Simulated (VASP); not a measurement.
An input for Ansatz (written as the equivalent of a VASP run, and not itself run):

Ansatz 0.2 input:
```yaml
crystal:
  lattice:
    - [4.2793410, 0.0000000, 0.0000000]
    - [-2.1396710, 3.7060190, 0.0000000]
    - [0.0000000, 0.0000000, 6.6678610]
  atoms:
    - { symbol: As, position: [0.3333330, 0.6666670, 0.2467000] }
    - { symbol: As, position: [0.6666670, 0.3333330, 0.7533000] }
    - { symbol: Se, position: [0.0000000, 0.0000000, 0.0000000] }
    - { symbol: Se, position: [0.3333330, 0.6666670, 0.6470000] }
    - { symbol: Se, position: [0.6666670, 0.3333330, 0.3530000] }
kpoints:
  mp_grid: { grid: [4, 4, 3] }
hamiltonian:
  xc: pbesol
  pseudopotentials: { kind: paw }
scf:
  occupations: { method: gaussian, width: 0.05 }
  max_iter: 100
output: { forces: true, stress: true, eigenvalues: true }
```

### Question
Write the VASP files for the same calculation (PBEsol).

### Answer
One answer among several that fit: 
INCAR:
```
ALGO=Normal
EDIFF=1E-6
ENCUT=300
GGA=PS
ISIF=2
ISMEAR=0
LASPH=.TRUE.
LCHARG=.FALSE.
LMAXMIX=4
LREAL=.FALSE.
LWAVE=.FALSE.
NELM=100
PREC=Accurate
SIGMA=0.05
SYSTEM=As2Se3
```

KPOINTS:
```
Automatic mesh
0
gamma
  4 4 3
0 0 0
```

### POSCAR
```
As2Se3
13.3357220
  0.3208930870   0.0000000000   0.0000000000
 -0.1604465810   0.2779016389   0.0000000000
  0.0000000000   0.0000000000   0.5000000000
As Se
2 3
Cartesian
 -0.0000001854   0.1852678519   0.1233500000
  0.1604466915   0.0926337870   0.3766500000
  0.0000000000   0.0000000000   0.0000000000
 -0.0000001854   0.1852678519   0.3235000000
  0.1604466915   0.0926337870   0.1765000000
```

POTCAR, in this order: As Se (PBE.64 set). Program: vasp_std.

What does not carry over: each code has its own PAW files, so the cut-off isn't converted (ENCUT is set for VASP's; basis.ecutwfc is left out, and Ansatz then takes the one that its files recommend); Ansatz stops its SCF on the density residual and VASP on the energy change (EDIFF).

The structure was generated: As2Se3 was put into an ordered model structure, which need not be its known phase. The cell was not relaxed at this level. The k-mesh is coarse (spacing up to 0.42 per Å, 2π included), so the numbers may not be converged in it. The run is one of a series of settings (GGA = PS against the base run), some of them coarse on purpose.
